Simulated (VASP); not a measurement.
OSZICAR of a VASP run on La2O3 (a-type):

### OSZICAR
```
       N       E                     dE             d eps       ncg     rms          rms(c)
DAV:   1     0.342863633309E+03    0.34286E+03   -0.13025E+04  8888   0.863E+02
DAV:   2    -0.113037746122E+01   -0.34399E+03   -0.26975E+03  6368   0.196E+02
DAV:   3    -0.477900747216E+02   -0.46660E+02   -0.43391E+02  6200   0.753E+01
DAV:   4    -0.514051100143E+02   -0.36150E+01   -0.35183E+01  8616   0.181E+01
DAV:   5    -0.515567903605E+02   -0.15168E+00   -0.15050E+00  9264   0.304E+00    0.148E+01
DAV:   6    -0.464888415627E+02    0.50679E+01   -0.77477E+00  9424   0.142E+01    0.794E+00
DAV:   7    -0.460139995567E+02    0.47484E+00   -0.90383E-01  8840   0.598E+00    0.370E+00
DAV:   8    -0.459038109849E+02    0.11019E+00   -0.25568E-01  8184   0.175E+00    0.100E+00
DAV:   9    -0.458978103210E+02    0.60007E-02   -0.20087E-02  9104   0.732E-01    0.278E-01
DAV:  10    -0.458975448971E+02    0.26542E-03   -0.34582E-03  7832   0.198E-01    0.192E-01
DAV:  11    -0.458975605449E+02   -0.15648E-04   -0.46083E-04  8624   0.881E-02    0.456E-02
DAV:  12    -0.458975505628E+02    0.99822E-05   -0.43090E-05  7248   0.375E-02    0.122E-02
DAV:  13    -0.458975532667E+02   -0.27040E-05   -0.14427E-05  7488   0.126E-02    0.388E-03
DAV:  14    -0.458975535942E+02   -0.32750E-06   -0.85731E-07  8336   0.500E-03    0.164E-03
DAV:  15    -0.458975536080E+02   -0.13801E-07   -0.11978E-07  6392   0.143E-03
   1 F= -.45897554E+02 E0= -.45897554E+02  d E =-.328529E-35
 imaginary and real dielectric function
```

**Question.** Which electronic solver shows in the log?

**Answer.** It is blocked Davidson (ALGO = Normal, or the opening steps of other solvers). The INCAR had ALGO = Normal.

**Question.** Can the final energy be trusted as converged?

**Answer.** The run converged. It stopped with EDIFF = 1E-7, NELM = 100 (LDA (Ceperley-Alder, Perdew-Zunger), plane waves, VASP's LDA PAW potentials (set 64)).

The compound is La2O3 in the a-type structure. It was relaxed first, which changed the volume by -6 %.
